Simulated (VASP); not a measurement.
Take CuI (zinc blende), against free atoms with fixed spin and no zero-point term, in VASP with PAW potentials, and its cohesive energy.

Question: One run gives 2.18 eV/atom. Which level is it?
A) RPBE
B) r2SCAN
C) PBE
D) PBEsol

Answer: A, RPBE.  The others give 2.57 (PBE), 2.94 (PBEsol), 2.76 (r2SCAN).

Only levels that ran to the end are used. Left out are those held back, those with too coarse a band path, GW runs whose mesh misses a band edge, hybrids' fits of cells that aren't cubic and levels without matching references; a question may draw on a part of the rest.
